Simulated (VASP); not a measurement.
Method: PBE GGA, VASP's PBE PAW potentials (set 64) (plane waves; VASP 6.6.1).

A VASP calculation is set up with these files.

**INCAR**
```
SYSTEM = SrO
PREC = Accurate
ENCUT = 520
EDIFF = 1E-6
NELM = 100
ALGO = Normal
LREAL = .FALSE.
LASPH = .TRUE.
ISMEAR = 0
SIGMA = 0.05
GGA = PE
LMAXMIX = 4
LWAVE = .FALSE.
LCHARG = .FALSE.
ISIF = 2
```

POSCAR:
```
SrO
1
    0.0000000000     2.5800000000     2.5800000000
    2.5800000000     0.0000000000     2.5800000000
    2.5800000000     2.5800000000     0.0000000000
Sr O
1 1
Direct
  0.0000000000   0.0000000000   0.0000000000
  0.5000000000   0.5000000000   0.5000000000
```

KPOINTS:
```
Automatic mesh
0
Gamma
8 8 8
0 0 0
```

POTCAR, in this order: Sr_sv O (PBE.64 set). Program: vasp_std.

The run wrote:

### OSZICAR
```
       N       E                     dE             d eps       ncg     rms          rms(c)
DAV:   1     0.762091476744E+02    0.76209E+02   -0.87666E+03   696   0.131E+03
DAV:   2    -0.110149054557E+02   -0.87224E+02   -0.80283E+02   984   0.250E+02
DAV:   3    -0.141693994665E+02   -0.31545E+01   -0.31360E+01   928   0.470E+01
DAV:   4    -0.142487956169E+02   -0.79396E-01   -0.79370E-01   956   0.635E+00
DAV:   5    -0.142491592792E+02   -0.36366E-03   -0.36366E-03   892   0.517E-01    0.165E+01
DAV:   6    -0.121655802925E+02    0.20836E+01   -0.10539E+01   796   0.242E+01    0.198E+01
DAV:   7    -0.120541629048E+02    0.11142E+00   -0.59780E-01   872   0.685E+00    0.113E+01
DAV:   8    -0.120464942697E+02    0.76686E-02   -0.13688E-01   732   0.413E+00    0.809E-01
DAV:   9    -0.120471838070E+02   -0.68954E-03   -0.13321E-02   968   0.970E-01    0.217E-01
DAV:  10    -0.120478802392E+02   -0.69643E-03   -0.11176E-03   736   0.338E-01    0.505E-02
DAV:  11    -0.120479928098E+02   -0.11257E-03   -0.18056E-04   852   0.118E-01    0.422E-02
DAV:  12    -0.120480087781E+02   -0.15968E-04   -0.25526E-05   744   0.498E-02    0.252E-02
DAV:  13    -0.120480074381E+02    0.13399E-05   -0.31257E-06   860   0.212E-02    0.255E-03
DAV:  14    -0.120480072159E+02    0.22220E-06   -0.34597E-07   416   0.606E-03
   1 F= -.12048007E+02 E0= -.12048007E+02  d E =-.514817E-21
```

OUTCAR:
```
------------------------ aborting loop because EDIFF is reached ----------------------------------------
  FORCE on cell =-STRESS in cart. coord.  units (eV):
  Direction    XX          YY          ZZ          XY          YZ          ZX
  --------------------------------------------------------------------------------------
  Total        0.5037248      0.5037248      0.5037248      0.0000000     -0.0000000      0.0000000
  in kB       23.4971294     23.4971294     23.4971294      0.0000000     -0.0000000      0.0000000
  external PRESSURE =      23.4971294 kB  Pullay stress =       0.0000000 kB
  volume of cell :       34.35
      direct lattice vectors                 reciprocal lattice vectors
     0.000000000  2.580000000  2.580000000    -0.193798450  0.193798450  0.193798450
     2.580000000  0.000000000  2.580000000     0.193798450 -0.193798450  0.193798450
     2.580000000  2.580000000  0.000000000     0.193798450  0.193798450 -0.193798450
  FREE ENERGIE OF THE ION-ELECTRON SYSTEM (eV)
  ---------------------------------------------------
  free  energy   TOTEN  =       -12.0480072159 eV

  energy  without entropy=      -12.0480072159  energy(sigma->0) =      -12.04800722
```
(Selected blocks of OUTCAR.)

The compound is SrO in the rock salt structure. The cell was not relaxed at this level.
